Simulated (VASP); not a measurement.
Set up this calculation in VASP 6.6.1, as the native input.

| Quantity | Value |
| --- | --- |
| Task | single point |
| Functional | PBE |
| Potentials or basis | VASP PAW PBE potentials, release 64 (Cu, Ca_sv, S, O) |
| Cutoff | 520 eV |
| k mesh | 7 × 7 × 4 |
| Occupations | fermi-dirac, width 0.05 eV |
| Spin | no spin polarisation |
| Further INCAR settings | ALGO = Normal; EDIFF = 1e-07; NBANDS = 36 |

The structure of Ca2CuS2O2 lies in POSCAR:

```
Ca2CuS2O2
1.0
    3.8624990000      0.0000000000      0.0000000000
    0.0000000000      3.8624990000      0.0000000000
    0.0000000000      0.0000000000      7.7454740000
Cu Ca S O
1 2 2 2
Direct
   -0.0080150000     -0.0108010000      0.5055410000
    0.4992990000      0.4983390000      0.2845860000
    0.4962160000      0.5038300000      0.7104220000
   -0.0093550000      0.0163560000      0.1387130000
   -0.0071370000     -0.0128320000      0.8633500000
    0.4969290000     -0.0110930000      0.5009070000
    0.0023260000      0.4927050000      0.4956780000
```

The cell comes from a database or a generator and needn't be the stable form of this composition.

The cell isn't the ideal one: atoms moved at random, drawn with an rms of 0.05 Å.

The input as run:

INCAR

```
PREC = Accurate
ENCUT = 520
EDIFF = 1E-7
ISMEAR = -1
SIGMA = 0.05
LREAL = False
LASPH = True
NELM = 100
ALGO = Normal
ISIF = 2
LWAVE = False
LCHARG = False
GGA = PE
NBANDS = 36
```

KPOINTS

```
Automatic mesh
0
Gamma
  7 7 4
```

Potentials or basis: VASP PAW PBE potentials, release 64 (Cu, Ca_sv, S, O).

Launch:

```bash
$ cat potpaw_PBE.64/Cu/POTCAR potpaw_PBE.64/Ca_sv/POTCAR potpaw_PBE.64/S/POTCAR potpaw_PBE.64/O/POTCAR > POTCAR
$ mpirun -np 1 vasp_std > vasp.out
```

It gave:

```yaml
Pressure: 0.1 GPa
Largest_force: 0.558 eV/Å
Band_gap_on_the_k_mesh: none (metal or under the smearing width)
```

Caveat: an odd number of electrons without spin polarisation forces a metal; a magnetic or distorted state may lie lower; the run has no spin polarisation, though such a crystal can be magnetic; semilocal functionals often make such compounds metallic where correlation or magnetic order opens a gap, which also shifts bond lengths.

Run time: 12 min on 1 thread of Intel(R) Xeon(R) Platinum 8259CL CPU @ 2.50GHz (Skylake/Cascade Lake), on a shared host, peak memory 0.51 GiB.
